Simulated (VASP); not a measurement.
# Ba2YRuO6: structure and properties in VASP, part 5 of 5

What structure does Ba2YRuO6 take at this level, and what are its properties? The start is a cell from a database of measured crystal structures.

VASP 6.6.1; r2SCAN, no spin polarisation; plane waves and PAW (Ba_sv, Y_sv, Ru_pv, O).

Still holding for the runs below: This run has no spin polarisation, although Ru can carry a moment. Its electron count is odd, so without a moment it is a metal by construction.

So far. Step 6 (Density of states (r2SCAN)): The finer mesh and the other smearing move the Fermi level by +0.01 eV from the 6×6×6 run, a small shift, which tests the Fermi level alone. Of the states within 0.3 eV of the Fermi level, the largest shares in the PAW spheres are Ru d 56 % and O p 26 %. The rest lies in smaller channels or between the spheres. The relaxed cell has a = 8.353 Å (conventional setting).

## (8) Bands along the symmetry lines (r2SCAN), changed input

Levels along the symmetry lines show where the bands peak and cross; KPOINTS_OPT computes them in the converged potential. Some settings are moved from the usual, to see what they do.

Input file INCAR:

```
SYSTEM = Ba2YRuO6
PREC = Accurate
ENCUT = 520
EDIFF = 1E-06
NELM = 100
ISMEAR = 0
SIGMA = 0.05
LREAL = .FALSE.
ALGO = Normal
METAGGA = R2SCAN
LASPH = .TRUE.
NBANDS = 64
LORBIT = 11
LWAVE = .FALSE.
LCHARG = .FALSE.
KPAR = 8
NELECT = 81.02
```

Input file POSCAR:

```
Ba2YRuO6
1.0
    0.0000000000      4.1767343012      4.1767343012
    4.1767343012      0.0000000000      4.1767343012
    4.1767343012      4.1767343012      0.0000000000
Ba Y Ru O
2 1 1 6
Direct
    0.2500000000      0.2500000000      0.2500000000
    0.7500000000      0.7500000000      0.7500000000
    0.0000000000      0.0000000000      0.0000000000
    0.5000000000      0.5000000000      0.5000000000
    0.7342083481      0.2657916519      0.2657916519
    0.2657916519      0.7342083481      0.2657916519
    0.2657916519      0.7342083481      0.7342083481
    0.7342083481      0.2657916519      0.7342083481
    0.2657916519      0.2657916519      0.7342083481
    0.7342083481      0.7342083481      0.2657916519
```

Input file KPOINTS:

```
Automatic mesh
0
Gamma
6 6 6
0 0 0
```

Input file KPOINTS_OPT:

```
Line mode
12
Line-mode
Reciprocal
  0.00000000   0.00000000   0.00000000 GAMMA
  0.50000000   0.00000000   0.50000000 X

  0.50000000   0.00000000   0.50000000 X
  0.50000000   0.25000000   0.75000000 W

  0.50000000   0.25000000   0.75000000 W
  0.37500000   0.37500000   0.75000000 K

  0.37500000   0.37500000   0.75000000 K
  0.00000000   0.00000000   0.00000000 GAMMA

  0.00000000   0.00000000   0.00000000 GAMMA
  0.50000000   0.50000000   0.50000000 L

  0.50000000   0.50000000   0.50000000 L
  0.62500000   0.25000000   0.62500000 U

  0.62500000   0.25000000   0.62500000 U
  0.50000000   0.25000000   0.75000000 W

  0.50000000   0.25000000   0.75000000 W
  0.50000000   0.50000000   0.50000000 L

  0.50000000   0.50000000   0.50000000 L
  0.37500000   0.37500000   0.75000000 K

  0.62500000   0.25000000   0.62500000 U
  0.50000000   0.00000000   0.50000000 X
```

PAW data sets: Ba_sv, Y_sv, Ru_pv and O (PBE family, release 64).

Run with:

```
> mpirun -np 8 vasp_std
```

Log:

```text
[... set-up lines as in an earlier step ...]
 entering main loop
       N       E                     dE             d eps       ncg     rms          rms(c)
DAV:   1     0.500276236037E+03    0.50028E+03   -0.43410E+04  2056   0.127E+03
DAV:   2    -0.158902218624E+03   -0.65918E+03   -0.62220E+03  2376   0.330E+02
DAV:   3    -0.201572167611E+03   -0.42670E+02   -0.42076E+02  2600   0.826E+01
DAV:   4    -0.203190134545E+03   -0.16180E+01   -0.16096E+01  3136   0.123E+01
DAV:   5    -0.203212823599E+03   -0.22689E-01   -0.22684E-01  2488   0.136E+00BRMIX: very serious problems
 the old and the new charge density differ
 old charge density:    81.00000 new   81.02000
BRMIX: very serious problems
 the old and the new charge density differ
 old charge density:    81.00000 new   81.02000
BRMIX: very serious problems
 the old and the new charge density differ
 old charge density:    81.00000 new   81.02000
BRMIX: very serious problems
 the old and the new charge density differ
 old charge density:    81.00000 new   81.02000
BRMIX: very serious problems
 the old and the new charge density differ
 old charge density:    81.00000 new   81.02000
BRMIX: very serious problems
 the old and the new charge density differ
 old charge density:    81.00000 new   81.02000
BRMIX: very serious problems
 the old and the new charge density differ
 old charge density:    81.00000 new   81.02000
BRMIX: very serious problems
 the old and the new charge density differ
 old charge density:    81.00000 new   81.02000
    0.603E+01
DAV:   6    -0.163572125668E+03    0.39641E+02   -0.52985E+01  2312   0.406E+01    0.323E+01
DAV:   7    -0.161495432451E+03    0.20767E+01   -0.16467E+01  2464   0.259E+01    0.267E+01
DAV:   8    -0.160861746357E+03    0.63369E+00   -0.15784E+00  2432   0.715E+00    0.989E+00
DAV:   9    -0.160903001845E+03   -0.41255E-01   -0.24023E-01  2544   0.229E+00    0.989E-01
DAV:  10    -0.160903476629E+03   -0.47478E-03   -0.11070E-02  2704   0.461E-01    0.334E-01
DAV:  11    -0.160903328314E+03    0.14831E-03   -0.16274E-03  2560   0.238E-01    0.116E-01
DAV:  12    -0.160903361981E+03   -0.33667E-04   -0.38350E-04  2616   0.987E-02    0.625E-02
DAV:  13    -0.160903375454E+03   -0.13473E-04   -0.39563E-05  2456   0.328E-02    0.313E-02
DAV:  14    -0.160903378939E+03   -0.34855E-05   -0.55309E-06  2320   0.145E-02    0.737E-03
DAV:  15    -0.160903379750E+03   -0.81095E-06   -0.79516E-07  1584   0.462E-03
   1 F= -.16090338E+03 E0= -.16089854E+03  d E =-.968149E-02
 Start KPOINTS_OPT (optional k-point list driver)
k-point batch [1-16\120]
       N       E                     dE             ncg
DAV:   1    -0.150003904135E+04   -0.21733E+05     2056
DAV:   2    -0.117802500874E+05   -0.10280E+05     2384
DAV:   3    -0.124165268489E+05   -0.63628E+03     2576
DAV:   4    -0.124407447867E+05   -0.24218E+02     3160
DAV:   5    -0.124410853951E+05   -0.34061E+00     2472
DAV:   6    -0.124410901406E+05   -0.47455E-02     2960
DAV:   7    -0.124410901925E+05   -0.51847E-04     2480
DAV:   8    -0.124410901945E+05   -0.19764E-05     1960
DAV:   9    -0.124410901945E+05   -0.68387E-07     1632
[...]
k-point batch [113-120\120]
       N       E                     dE             ncg
DAV:   1     0.152562621490E+05   -0.16713E+05     1040
DAV:   2     0.101587032701E+05   -0.50976E+04     1192
DAV:   3     0.984910757539E+04   -0.30960E+03     1256
DAV:   4     0.983478598521E+04   -0.14322E+02     1648
DAV:   5     0.983461223057E+04   -0.17375E+00     1200
DAV:   6     0.983460871631E+04   -0.35143E-02     1520
DAV:   7     0.983460870107E+04   -0.15240E-04     1168
DAV:   8     0.983460870087E+04   -0.19688E-06     1000
```

Elapsed: 11 min, on 8 MPI ranks of Intel Xeon Platinum 8259CL at 2.50GHz (Skylake/Cascade Lake), shared host; peak memory 4.3 GiB; 71 min of CPU time.

From OUTCAR (step 8):

```text
NELECT = 81.02

 ion  position               nearest neighbor table
   1  0.250  0.250  0.250-   5 2.96   6 2.96   9 2.96   7 2.96   8 2.96   9 2.96   6 2.96   7 2.96
                            10 2.96   5 2.96   8 2.96  10 2.96   4 3.62   3 3.62   3 3.62   4 3.62
   2  0.750  0.750  0.750-   6 2.96   7 2.96   9 2.96   5 2.96   8 2.96   9 2.96   5 2.96   6 2.96
                            10 2.96   7 2.96   8 2.96  10 2.96   3 3.62   4 3.62   4 3.62   4 3.62
   3  0.000  0.000  0.000-   5 2.22   6 2.22   7 2.22   8 2.22   9 2.22  10 2.22   2 3.62   2 3.62
                             1 3.62   2 3.62   2 3.62   1 3.62   1 3.62   1 3.62
   4  0.500  0.500  0.500-   5 1.96   6 1.96   7 1.96   8 1.96   9 1.96  10 1.96   1 3.62   1 3.62
                             1 3.62   2 3.62   1 3.62   2 3.62   2 3.62   2 3.62
   5  0.734  0.266  0.266-   4 1.96   3 2.22   1 2.96   1 2.96   2 2.96   2 2.96
   6  0.266  0.734  0.266-   4 1.96   3 2.22   1 2.96   1 2.96   2 2.96   2 2.96
   7  0.266  0.734  0.734-   4 1.96   3 2.22   2 2.96   1 2.96   1 2.96   2 2.96
   8  0.734  0.266  0.734-   4 1.96   3 2.22   2 2.96   1 2.96   1 2.96   2 2.96
   9  0.266  0.266  0.734-   4 1.96   3 2.22   1 2.96   1 2.96   2 2.96   2 2.96
  10  0.734  0.734  0.266-   4 1.96   3 2.22   2 2.96   1 2.96   1 2.96   2 2.96

 E-fermi :   4.0451

 k-point     1 :       0.0000    0.0000    0.0000
  band No.  band energies     occupation
    ...
     38       2.4820      2.00000
     39       2.4820      2.00000
     40       3.6126      2.00000
     41       3.6126      2.00000
     42       3.6126      2.00000
     43       7.2744      0.00000
     44       7.2744      0.00000
     45       7.8290      0.00000
     46       7.8290      0.00000
     47       9.1243      0.00000
    ...

  Total        0.2175872      0.2175872      0.2175872      0.0000000      0.0000000     -0.0000000
  in kB        2.3922325      2.3922325      2.3922325      0.0000000      0.0000000     -0.0000000
  external PRESSURE =       2.3922325 kB  Pullay stress =       0.0000000 kB

 POSITION                                       TOTAL-FORCE (eV/Angst)
 -----------------------------------------------------------------------------------
      2.08837      2.08837      2.08837        -0.000000      0.000000     -0.000000
      6.26510      6.26510      6.26510        -0.000000     -0.000000     -0.000000
      0.00000      0.00000      0.00000         0.000000     -0.000000     -0.000000
      4.17673      4.17673      4.17673         0.000000     -0.000000     -0.000000
      2.22028      4.17673      4.17673        -0.030607     -0.000000     -0.000000
      4.17673      2.22028      4.17673         0.000000     -0.030607     -0.000000
      6.13319      4.17673      4.17673         0.030607     -0.000000     -0.000000
      4.17673      6.13319      4.17673         0.000000      0.030607     -0.000000
      4.17673      4.17673      2.22028         0.000000     -0.000000     -0.030607
      4.17673      4.17673      6.13319         0.000000     -0.000000      0.030607
 -----------------------------------------------------------------------------------
    total drift:                                0.000000      0.000000      0.000000

  FREE ENERGIE OF THE ION-ELECTRON SYSTEM (eV)
  ---------------------------------------------------
  free  energy   TOTEN  =      -160.9033797501 eV

  energy  without entropy=     -160.8936982587  energy(sigma->0) =     -160.89853900

[... 7 parts as in an earlier step ...]

[... 9 further parts left out ...]
```

The run converged; its settings lie outside those of the reference runs, so its numbers are set aside.

Settings moved from the usual: NELECT = 81.02.

NELECT differs from the neutral count, so the cell is charged against a uniform background: another system, not a numerical setting.

## (9) What came out

```json
{
  "relaxed volume": "14.57 Å³/atom",
  "relaxed conventional cell a, b, c": "8.353, 8.353, 8.353 Å",
  "space group after relaxing, within 0.02 Å": "Fm-3m (No. 225)",
  "band gap": "none, a metal",
  "DOS at the Fermi level": "14.1 states/eV/cell",
  "largest field gradient Vzz": "35.81 V/Å² on O5"
}
```

In words: With r2SCAN, Ba2YRuO6 relaxes to 14.57 Å³/atom in space group Fm-3m (held by the symmetry of the run) and comes out as a metal. Against the listed cell the volume lies +0.5 %. Band structure (r2SCAN): Of the bands kept, 2 cross the Fermi level on this path. Spin-orbit coupling is left out, and with elements this heavy it would split and shift bands near the Fermi level. Magnetism was not tested. With an odd electron count and no spin the cell is a metal by construction. No search among competing phases was made, and a listed structure need not be the one stable at ambient conditions. All values are for a static lattice at zero temperature.

[Lines on the potential files, build, host, timing and source positions are cut from VASP's logs without a mark.]

[Logs are printed without paths, hosts, clocks, repeated set-up lines and the standing remarks that a program may print on its own settings, such as how far it seeks lower states.]

[Hosts, paths, dates, database ids (printed as entryN), source tags and the programs' standing remarks are cut or masked in the printed files.]

[A measured line is paired with the nearest computed mode of its activity, which favours agreement.]
